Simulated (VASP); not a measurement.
Crystal: BN.

```
B N
1.0
     2.50650    0.00000    0.00000
    -1.25325    2.17069    0.00000
     0.00000    0.00000    6.57374
B N
2 2
Direct
  0.33333 0.66667 0.25000
  0.66667 0.33333 0.75000
  0.33333 0.66667 0.75000
  0.66667 0.33333 0.25000
```

Base run:

```yaml
Program: VASP 6.6.1
Functional: r2SCAN
Potentials_or_basis: VASP PAW PBE potentials, release 64 (B, N)
Cutoff: 520 eV
k_mesh: 12 × 12 × 4
Occupations: gaussian, width 0.03 eV
Spin: no spin polarisation
```

Its results: band gap on the k mesh 4.85 eV, indirect (least direct gap 5.26 eV).

**Question.** After a change of settings the same cell gave: band gap on the k mesh 6.00 eV, indirect (least direct gap 6.35 eV). Which change was it?
A. functional from r2SCAN to LDA; potentials or basis from VASP PAW PBE potentials, release 64 (B, N) to VASP PAW LDA potentials, release 64 (B, N)
B. functional from r2SCAN to PBE; dispersion from none to D3(BJ)
C. functional from r2SCAN to TB-mBJ

**Answer.** C.
